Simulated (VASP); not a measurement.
The input files of a VASP run:

File POSCAR:
```
VCu3S4
1
    5.3653239492     0.0000000000     0.0000000000
    0.0000000000     5.3653239492    -0.0000000000
    0.0000000000     0.0000000000     5.3653239492
V Cu S
1 3 4
Direct
  1.0000000000   0.0000000000   1.0000000000
  0.5000000000   0.0000000000   1.0000000000
  1.0000000000   0.0000000000   0.5000000000
  1.0000000000   0.5000000000   1.0000000000
  0.2371585533   0.2371585533   0.2371585533
  0.2371585533   0.7628414467   0.7628414467
  0.7628414467   0.2371585533   0.7628414467
  0.7628414467   0.7628414467   0.2371585533
```

INCAR:
```
ALGO = Normal
EDIFF = 1E-6
EDIFFG = -0.02
ENCUT = 400
IBRION = 2
ISIF = 3
ISMEAR = 0
LASPH = .True.
LCHARG = .False.
LMAXMIX = 4
LMIXTAU = .True.
LREAL = .False.
LWAVE = .False.
METAGGA = R2SCAN
NELM = 100
NSW = 60
PREC = Accurate
SIGMA = 0.05
SYSTEM = VCu3S4
```

### KPOINTS
```
Automatic
0
Gamma
4 4 4
```

POTCAR, in this order: V_sv Cu S (PBE.64 set). Program: vasp_std.

Q: Write an equivalent input for Ansatz.

A: One equivalent input (not run):
Ansatz 0.2 input:
```yaml
crystal:
  lattice:
    - [5.3653239, 0.0000000, 0.0000000]
    - [0.0000000, 5.3653239, 0.0000000]
    - [0.0000000, 0.0000000, 5.3653239]
  atoms:
    - { symbol: V, position: [1.0000000, 0.0000000, 1.0000000] }
    - { symbol: Cu, position: [0.5000000, 0.0000000, 1.0000000] }
    - { symbol: Cu, position: [1.0000000, 0.0000000, 0.5000000] }
    - { symbol: Cu, position: [1.0000000, 0.5000000, 1.0000000] }
    - { symbol: S, position: [0.2371586, 0.2371586, 0.2371586] }
    - { symbol: S, position: [0.2371586, 0.7628414, 0.7628414] }
    - { symbol: S, position: [0.7628414, 0.2371586, 0.7628414] }
    - { symbol: S, position: [0.7628414, 0.7628414, 0.2371586] }
kpoints:
  mp_grid: { grid: [4, 4, 4] }
hamiltonian:
  xc: r2scan
  pseudopotentials: { kind: paw }
scf:
  occupations: { method: gaussian, width: 0.05 }
  max_iter: 100
relax:
  max_steps: 60
  f_tol: 0.02
  cell: {}
output: { forces: true, stress: true, eigenvalues: true }
```
What does not carry over: each code has its own PAW files, so the cut-off isn't converted (ENCUT is set for VASP's; basis.ecutwfc is left out, and Ansatz then takes the one that its files recommend); Ansatz stops its SCF on the density residual and VASP on the energy change (EDIFF).

The compound is VCu3S4 in the sg215 structure. It was relaxed first. The start is the result of an earlier pass.
